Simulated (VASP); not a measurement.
OSZICAR of a VASP run on AlN (wurtzite):

### OSZICAR
```
       N       E                     dE             d eps       ncg     rms          rms(c)
DAV:   1     0.541662842165E+02    0.54166E+02   -0.77799E+03  1008   0.120E+03
DAV:   2    -0.303664108932E+02   -0.84533E+02   -0.78003E+02  1448   0.227E+02
DAV:   3    -0.345165148421E+02   -0.41501E+01   -0.41302E+01  1320   0.539E+01
DAV:   4    -0.345515959508E+02   -0.35081E-01   -0.35074E-01  1160   0.581E+00
DAV:   5    -0.345520807310E+02   -0.48478E-03   -0.48476E-03  1296   0.704E-01    0.123E+01
DAV:   6    -0.297559278901E+02    0.47962E+01   -0.16933E+01  1212   0.317E+01    0.429E+00
DAV:   7    -0.297670046934E+02   -0.11077E-01   -0.65858E-01  1128   0.645E+00    0.292E+00
DAV:   8    -0.297601135711E+02    0.68911E-02   -0.76366E-02  1164   0.289E+00    0.473E-01
DAV:   9    -0.297554657759E+02    0.46478E-02   -0.20066E-02  1284   0.106E+00    0.238E-01
DAV:  10    -0.297560028057E+02   -0.53703E-03   -0.21719E-03  1172   0.360E-01    0.129E-01
DAV:  11    -0.297559369314E+02    0.65874E-04   -0.20036E-04  1184   0.115E-01    0.314E-02
DAV:  12    -0.297559386900E+02   -0.17586E-05   -0.77319E-06  1128   0.287E-02    0.867E-03
DAV:  13    -0.297559384113E+02    0.27872E-06   -0.51328E-06  1212   0.169E-02    0.526E-03
DAV:  14    -0.297559383977E+02    0.13583E-07   -0.39021E-07  1124   0.561E-03
   1 F= -.29755938E+02 E0= -.29755938E+02  d E =-.297559E+02
       N       E                     dE             d eps       ncg     rms          rms(c)
DAV:   1    -0.297560206398E+02   -0.82229E-04   -0.32928E-03  1012   0.544E-01    0.396E-02
DAV:   2    -0.297559884420E+02    0.32198E-04   -0.57447E-05  1288   0.722E-02    0.227E-02
DAV:   3    -0.297559708535E+02    0.17589E-04   -0.26805E-05  1224   0.475E-02    0.175E-03
DAV:   4    -0.297559710460E+02   -0.19250E-06   -0.25691E-06  1136   0.147E-02    0.151E-03
DAV:   5    -0.297559710183E+02    0.27687E-07   -0.11745E-07   584   0.362E-03
   2 F= -.29755971E+02 E0= -.29755971E+02  d E =-.326206E-04
       N       E                     dE             d eps       ncg     rms          rms(c)
DAV:   1    -0.297559720382E+02   -0.99226E-06   -0.36568E-05  1012   0.573E-02    0.423E-03
DAV:   2    -0.297559717032E+02    0.33501E-06   -0.62493E-07  1288   0.755E-03    0.242E-03
DAV:   3    -0.297559715157E+02    0.18754E-06   -0.28632E-07   972   0.493E-03    0.171E-04
DAV:   4    -0.297559715178E+02   -0.21091E-08   -0.29550E-08   504   0.160E-03
   3 F= -.29755972E+02 E0= -.29755972E+02  d E =-.331201E-04
       N       E                     dE             d eps       ncg     rms          rms(c)
DAV:   1    -0.297559880881E+02   -0.16572E-04   -0.37201E-03  1008   0.569E-01    0.124E-02
DAV:   2    -0.297559896910E+02   -0.16029E-05   -0.47004E-05  1236   0.591E-02    0.755E-03
DAV:   3    -0.297559879310E+02    0.17600E-05   -0.16664E-06  1196   0.129E-02    0.275E-03
DAV:   4    -0.297559877637E+02    0.16732E-06   -0.87691E-07  1232   0.791E-03    0.100E-03
DAV:   5    -0.297559877651E+02   -0.13281E-08   -0.67900E-08   504   0.274E-03
   4 F= -.29755988E+02 E0= -.29755988E+02  d E =-.162473E-04
```

Question: Which electronic solver shows in the log?

Answer: It is blocked Davidson (ALGO = Normal, or the opening steps of other solvers). The INCAR had ALGO = Normal.

Question: Can the final energy be trusted as converged?

Answer: Self-consistency was reached. It stopped with EDIFF = 1E-7, NELM = 100, NSW = 30 and EDIFFG = -0.01 after 4 ionic steps (PBE GGA, plane waves, VASP's PBE PAW potentials (set 64)).

The compound is AlN in the wurtzite structure. This cell is one point of a volume scan, at 0.97 of the reference volume. Symmetry was kept, so distortions that lower it aren't found.
